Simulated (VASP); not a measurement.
Here is the system:

```xyz
2
Lattice="0.0000 2.7515 2.7515 2.7515 0.0000 2.7515 2.7515 2.7515 0.0000" Properties=species:S:1:pos:R:3 pbc="T T T"
Si     1.3758     1.3758     1.3758
Si     0.0000     0.0000     0.0000
```

Computed with HSE06 screened hybrid, VASP's PBE PAW potentials (set 64) (plane waves; VASP). Numerical set-up: 300 eV cut-off, 5×5×5 Γ-centred mesh shifted by (0.5, 0.5, 0.5), Gaussian smearing of 0.010 eV, potentials Si.

**Question.** Give the stress tensor in GPa (positive for a compressed cell).

**Answer.** 
```
-3.57   0.00   0.00
 0.00  -3.57   0.00
 0.00   0.00  -3.57
```
The pressure is its mean diagonal, -3.57 GPa.

The structure comes from a computed database's Si entry; how it stands against other phases isn't given here. The cell was not relaxed at this level.
